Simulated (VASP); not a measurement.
OSZICAR of a VASP run on AuZn (CsCl type):

**OSZICAR**
```
       N       E                     dE             d eps       ncg     rms          rms(c)
DAV:   1     0.109484125927E+03    0.10948E+03   -0.10165E+04  6719   0.167E+03
DAV:   2    -0.112185287600E+01   -0.11061E+03   -0.10745E+03  6788   0.307E+02
DAV:   3    -0.479917446030E+01   -0.36773E+01   -0.36674E+01  7810   0.680E+01
DAV:   4    -0.481963340280E+01   -0.20459E-01   -0.20454E-01  7614   0.443E+00
DAV:   5    -0.481983270139E+01   -0.19930E-03   -0.19930E-03  7950   0.420E-01    0.845E+00
DAV:   6    -0.440266746939E+01    0.41717E+00   -0.15815E+00  6508   0.129E+01    0.519E+00
DAV:   7    -0.438176668936E+01    0.20901E-01   -0.40599E-02  7992   0.501E+00    0.288E+00
DAV:   8    -0.437433969902E+01    0.74270E-02   -0.11086E-02  7544   0.125E+00    0.179E-01
DAV:   9    -0.437434579520E+01   -0.60962E-05   -0.33718E-04  7662   0.213E-01    0.668E-02
DAV:  10    -0.437435427191E+01   -0.84767E-05   -0.43234E-05  7846   0.830E-02    0.156E-02
DAV:  11    -0.437435545740E+01   -0.11855E-05   -0.48130E-06  7075   0.455E-02    0.447E-03
DAV:  12    -0.437435534155E+01    0.11585E-06   -0.32174E-07  3534   0.111E-02
   1 F= -.43743553E+01 E0= -.43743640E+01  d E =0.258575E-04
```

Q: Which electronic solver shows in the log?

A: It is blocked Davidson (ALGO = Normal, or the opening steps of other solvers). The INCAR had ALGO = Normal.

Q: Can the final energy be trusted as converged?

A: The run converged. It stopped with EDIFF = 1E-6, NELM = 100 (PBE GGA + U (Dudarev), plane waves, VASP's PBE PAW potentials (set 64)).

The compound is AuZn in the CsCl type structure. The cell was not relaxed at this level, atoms are displaced from their ideal sites. The run is one of a series of settings (LDAU = .TRUE., LDAUJ = 0 0, LDAUL = 2 -1, LDAUTYPE = 2, LDAUU = 4.0 0 against the base run), some of them coarse on purpose. The electron count is odd and the run is not spin-polarised, which forces a metal.
